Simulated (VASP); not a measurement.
Input:

```
CELL_PARAMETERS angstrom
      5.83289     0.00000     0.00000
      0.00000     5.83289     0.00000
      0.00000     0.00000     5.83289
ATOMIC_POSITIONS crystal
  Mg 0.00000 0.00000 0.00000
  Te 0.26664 0.26664 0.26664
  Te 0.73336 0.73336 0.26664
  Te 0.73336 0.26664 0.73336
  Te 0.26664 0.73336 0.73336
  Be 0.50000 0.50000 0.00000
  Be 0.50000 0.00000 0.50000
  Be 0.00000 0.50000 0.50000
```

The numbers are results of PBEsol GGA, VASP's PBE PAW potentials (set 64) (plane waves; VASP), not measurements. Run with 400 eV cut-off, 5×5×5 Γ-centred mesh, tetrahedra with Blöchl corrections, potentials Mg Te Be.

The cores are frozen, which limits the accuracy of field gradients.

Problem. Give the principal components of the electric field gradient (V/Å²) and the asymmetry η at each nucleus.

Solution. 
| atom | Vxx | Vyy | Vzz | η |
|---|---|---|---|---|
| Mg1 | 0.0 | 0.0 | 0.0 | - |
| Te2 | 82.1 | 82.1 | -164.1 | 0.00 |
| Te3 | 82.1 | 82.1 | -164.1 | 0.00 |
| Te4 | 82.1 | 82.1 | -164.1 | 0.00 |
| Te5 | 82.1 | 82.1 | -164.1 | 0.00 |
| Be6 | 0.6 | 0.6 | -1.2 | 0.00 |
| Be7 | 0.6 | 0.6 | -1.2 | 0.00 |
| Be8 | 0.6 | 0.6 | -1.2 | 0.00 |

The structure was generated: Be3MgTe4 was put into an ordered model structure (P-43m), which need not be its known phase. It was relaxed first.
